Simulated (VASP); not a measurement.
# SiClH3 in VASP: reference runs

Reference runs on SiClH3: the cell as given.

All numbers are computed with VASP 6.6.1; they aren't measurements. Logs are shortened: lines on timing, memory, paths and dates and some standing lists are left out, and cuts for length are marked.

## 1. The molecule as given

The cell holds a molecule in a box, 5 atoms: a = 12.000 Å, b = 12.000 Å, c = 12.000 Å, α = 90.00°, β = 90.00°, γ = 90.00°.

## 2. Single point, PBE

Contents of INCAR:

```
SYSTEM = SiH3Cl
PREC = Accurate ; ENCUT = 520
EDIFF = 1E-7 ; ISMEAR = 0
SIGMA = 0.01 ; LREAL = .False.
LASPH = .True. ; NELM = 60
ALGO = Normal ; ISIF = 2
LWAVE = .False. ; LCHARG = .True.
GGA = PE ; LELF = .True.
LVHAR = .True. ; LVACPOTAV = .True.
NBANDS = 15
```

Contents of KPOINTS:

```
Automatic mesh
0
Gamma
  1 1 1
  0 0 0
```

Contents of POSCAR:

```
SiH3Cl
1.0
   12.0000000000      0.0000000000      0.0000000000
    0.0000000000     12.0000000000      0.0000000000
    0.0000000000      0.0000000000     12.0000000000
Si Cl H
1 1 3
Direct
    0.4547750000      0.4653958300      0.5100833300
    0.6173000000      0.4210541700      0.5401500000
    0.3848666700      0.4231541700      0.6025833300
    0.4195500000      0.4150375000      0.4030833300
    0.4482083300      0.5884625000      0.5039333300
```

Potentials or basis: VASP PAW PBE potentials, release 64 (Si, Cl, H).

Launch:

```console
cat potpaw_PBE.64/Si/POTCAR potpaw_PBE.64/Cl/POTCAR potpaw_PBE.64/H/POTCAR > POTCAR
mpirun -np 1 vasp_gam > vasp.out
```

OUTCAR:

```text
SYSTEM = SiH3Cl
   PREC = Accurate
   ENCUT = 520
   EDIFF = 1E-7
   ISMEAR = 0
   LREAL = .False.
   LASPH = .True.
   NELM = 60
   ISIF = 2
   GGA = PE

 ion  position               nearest neighbor table
   1  0.455  0.465  0.510-   4 1.48   5 1.48   3 1.48   2 2.05
   2  0.617  0.421  0.540-   1 2.05
   3  0.385  0.423  0.603-   1 1.48
   4  0.420  0.415  0.403-   1 1.48
   5  0.448  0.588  0.504-   1 1.48

  LATTYP: Found a simple cubic cell.
 ALAT       =    12.0000000000

  Lattice vectors:

 A1 = (  12.0000000000,   0.0000000000,   0.0000000000)
 A2 = (   0.0000000000,  12.0000000000,   0.0000000000)
 A3 = (   0.0000000000,   0.0000000000,  12.0000000000)

Analysis of symmetry for initial positions (statically):
=====================================================================
 Subroutine PRICEL returns:
 Original cell was already a primitive cell.

 Routine SETGRP: Setting up the symmetry group for a
 simple cubic supercell.

 Subroutine GETGRP returns: Found  1 space group operations
 (whereof  1 operations were pure point group operations)
 out of a pool of 48 trial point group operations.

The static configuration has the point symmetry C_1 .

Analysis of symmetry for dynamics (positions and initial velocities):
=====================================================================
 Subroutine PRICEL returns:
 Original cell was already a primitive cell.

 Routine SETGRP: Setting up the symmetry group for a
 simple cubic supercell.

 Subroutine GETGRP returns: Found  1 space group operations
 (whereof  1 operations were pure point group operations)
 out of a pool of 48 trial point group operations.

The dynamic configuration has the point symmetry C_1 .

 Subroutine INISYM returns: Found  1 space group operations
 (whereof  1 operations are pure point group operations),
 and found     1 'primitive' translations

----------------------------------------------------------------------------------------

                                     Primitive cell

  volume of cell :    1728.0000

  direct lattice vectors                    reciprocal lattice vectors
    12.000000000  0.000000000  0.000000000     0.083333333  0.000000000  0.000000000
     0.000000000 12.000000000  0.000000000     0.000000000  0.083333333  0.000000000
     0.000000000  0.000000000 12.000000000     0.000000000  0.000000000  0.083333333

  length of vectors
    12.000000000 12.000000000 12.000000000     0.083333333  0.083333333  0.083333333

  position of ions in fractional coordinates (direct lattice)
     0.454775000  0.465395830  0.510083330
     0.617300000  0.421054170  0.540150000
     0.384866670  0.423154170  0.602583330
     0.419550000  0.415037500  0.403083330
     0.448208330  0.588462500  0.503933330

  ion indices of the primitive-cell ions
   primitive index   ion index
                 1           1
                 2           2
                 3           3
                 4           4
                 5           5

----------------------------------------------------------------------------------------

 KPOINTS: Automatic mesh

Automatic generation of k-mesh.
 Grid dimensions read from file:
 generate k-points for:    1    1    1

 Generating k-lattice:

  Cartesian coordinates                     Fractional coordinates (reciprocal lattice)
     0.083333333  0.000000000  0.000000000     1.000000000  0.000000000  0.000000000
     0.000000000  0.083333333  0.000000000     0.000000000  1.000000000  0.000000000
     0.000000000  0.000000000  0.083333333     0.000000000  0.000000000  1.000000000

  Length of vectors
     0.083333333  0.083333333  0.083333333

  Shift w.r.t. Gamma in fractional coordinates (k-lattice)
     0.000000000  0.000000000  0.000000000

 Subroutine IBZKPT returns following result:
 ===========================================

 Found      1 irreducible k-points:

 Following reciprocal coordinates:
            Coordinates               Weight
  0.000000  0.000000  0.000000      1.000000
   k-points           NKPTS =      1   k-points in BZ     NKDIM =      1   number of bands    NBANDS=     15
   number of dos      NEDOS =    301   number of ions     NIONS =      5
   total plane-waves  NPLWV = 729000
   dimension x,y,z NGX =    90 NGY =   90 NGZ =   90
   dimension x,y,z NGXF=   180 NGYF=  180 NGZF=  180
   ions per type =               1   1   3
   NGX,Y,Z   is equivalent  to a cutoff of  12.47, 12.47, 12.47 a.u.
   NGXF,Y,Z  is equivalent  to a cutoff of  24.94, 24.94, 24.94 a.u.
 SYSTEM =  SiH3Cl
   PREC   = accura    normal or accurate (medium, high low for compatibility)
   ISTART =      0    job   : 0-new  1-cont  2-samecut
   ICHARG =      2    charge: 1-file 2-atom 10-const
   ISPIN  =      1    spin polarized calculation?
   LNONCOLLINEAR =      F non collinear calculations
   LSORBIT =      F    spin-orbit coupling
   LASPH  =      T    aspherical Exc in radial PAW
   ENCUT  =  520.0 eV  38.22 Ry    6.18 a.u.  22.31 22.31 22.31*2*pi/ulx,y,z
   NELM   =     60;   NELMIN=  2; NELMDL= -5     # of ELM steps
   EDIFF  = 0.1E-06   stopping-criterion for ELM
   LREAL  =      F    real-space projection
   EDIFFG = 0.1E-05   stopping-criterion for IOM
   NSW    =      0    number of steps for IOM
   IBRION =     -1    ionic relax: 0-MD 1-quasi-New 2-CG
   NFREE  =      0    steps in history (QN), initial steepest desc. (CG)
   ISIF   =      2    stress and relaxation
   ISYM   =      2    0-nonsym 1-usesym 2-fastsym
   POTIM  = 0.5000    time-step for ionic-motion
   TEBEG  =    0.0;   TEEND  =   0.0 temperature during run
   PSTRESS=    0.0 pullay stress
   NELECT =      14.0000    total number of electrons
   NUPDOWN=      -1.0000    fix difference up-down
   EMIN   =  10.00;   EMAX   =-10.00  energy-range for DOS
   EFERMI =   0.00;   METHOD = LEGACY
   ISMEAR =     0;   SIGMA  =   0.01  broadening in eV -4-tet -1-fermi 0-gaus
   EFERMI_NEDOS =   21; number of points for ismear=-14 and -15
   IALGO  =     38    algorithm
   IMIX   =      4    mixing-type and parameters
     AMIX     =   0.40;   BMIX     =  1.00
     AMIX_MAG =   1.60;   BMIX_MAG =  1.00
  volume/ion in A,a.u.               =     345.60      2332.22
  Fermi-wavevector in a.u.,A,eV,Ry     =   0.328803  0.621348  1.470948  0.108112
  Thomas-Fermi vector in A             =   1.222706
   LORBIT       =      0    0 simple, 1 ext, 2 COOP (PROOUT), +10 PAW based schemes
   GGA     = PE    functional components
   LHFCALC =     F    Hartree Fock is set to
   AEXX    =    0.0000 exact exchange contribution
   IVDW    =     0    specifies the selected vdW correction
   LEPSILON=     F    determine dielectric tensor
   LRPA    =     F    only Hartree local field effects (RPA)
 non-spin polarized calculation
 Gauss-broadening in eV      SIGMA  =   0.01
  energy-cutoff  :      520.00
  volume of cell :     1728.00
 maximum number of plane-waves:     23293
 NGX is ok and might be reduce to    90
   NGX = 45   NGY = 45   NGZ = 45

 number of electron      14.0000001 magnetization

 Free energy of the ion-electron system (eV)
  ---------------------------------------------------
  ext. energy  EPLUGINS =         0.00000000
  ---------------------------------------------------
  free energy    TOTEN  =       -18.91763752 eV

  energy without entropy =      -18.91763752  energy(sigma->0) =      -18.91763752

 E-fermi :  -7.3307     XC(G=0):  -0.6978

 val. band max:       -7.4428892953   @ k =   0.0000   0.0000   0.0000
 cond. band min:      -0.9361969306   @ k =   0.0000   0.0000   0.0000
 fundamental gap:      6.5066923648
 Fermi energy:        -7.3307102432

 k-point     1 :       0.0000    0.0000    0.0000
  band No.  band energies     occupation
      1     -20.5471      2.00000
      2     -13.3710      2.00000
      3      -9.4794      2.00000
      4      -9.1241      2.00000
      5      -9.1238      2.00000
      6      -7.4431      2.00000
      7      -7.4429      2.00000
      8      -0.9362      0.00000
      9      -0.4187      0.00000
     10       0.2085      0.00000
     11       0.2618      0.00000
     12       0.4854      0.00000
     13       0.7577      0.00000
     14       0.7651      0.00000
     15       0.9736      0.00000

------------------------ aborting loop because EDIFF is reached ----------------------------------------

  FORCE on cell =-STRESS in cart. coord.  units (eV):
  Direction    XX          YY          ZZ          XY          YZ          ZX
  --------------------------------------------------------------------------------------
  -------------------------------------------------------------------------------------
  Total        0.4066897      0.2280383      0.2200045     -0.0545996     -0.0092230      0.0376507
  in kB        0.3770769      0.2114339      0.2039851     -0.0506240     -0.0085514      0.0349092
  external PRESSURE =       0.2641653 kB  Pullay stress =       0.0000000 kB

 VOLUME and BASIS-vectors are now :
 -----------------------------------------------------------------------------
  energy-cutoff  :      520.00
  volume of cell :     1728.00
      direct lattice vectors                 reciprocal lattice vectors
    12.000000000  0.000000000  0.000000000     0.083333333  0.000000000  0.000000000
     0.000000000 12.000000000  0.000000000     0.000000000  0.083333333  0.000000000
     0.000000000  0.000000000 12.000000000     0.000000000  0.000000000  0.083333333

 POSITION                                       TOTAL-FORCE (eV/Angst)
 -----------------------------------------------------------------------------------
      5.45730      5.58475      6.12100        -0.059944      0.015794     -0.009322
      7.40760      5.05265      6.48180         0.193297     -0.052770      0.035759
      4.61840      5.07785      7.23100        -0.078784     -0.043102      0.096961
      5.03460      4.98045      4.83700        -0.042560     -0.052675     -0.115760
      5.37850      7.06155      6.04720        -0.012009      0.132753     -0.007638
 -----------------------------------------------------------------------------------
    total drift:                                0.000197     -0.000121      0.000047

  FREE ENERGIE OF THE ION-ELECTRON SYSTEM (eV)
  ---------------------------------------------------
  free  energy   TOTEN  =       -18.9176375228 eV

  energy  without entropy=      -18.9176375228  energy(sigma->0) =      -18.91763752
```

Wall time 2.1 min (1 thread of AMD EPYC 7R13 (Zen 3), shared host); peak memory 1.1 GiB.

Results:

| Property | Result |
| --- | --- |
| Free energy | -18.9176 eV |
| Largest force | 0.204 eV/Å |
| Gap between the frontier levels | 6.51 eV |

Forces in eV/Å, atoms in the order of the input:
```
Si  -0.060  0.016 -0.009
Cl   0.193 -0.053  0.036
H   -0.079 -0.043  0.097
H   -0.043 -0.053 -0.116
H   -0.012  0.133 -0.008
```
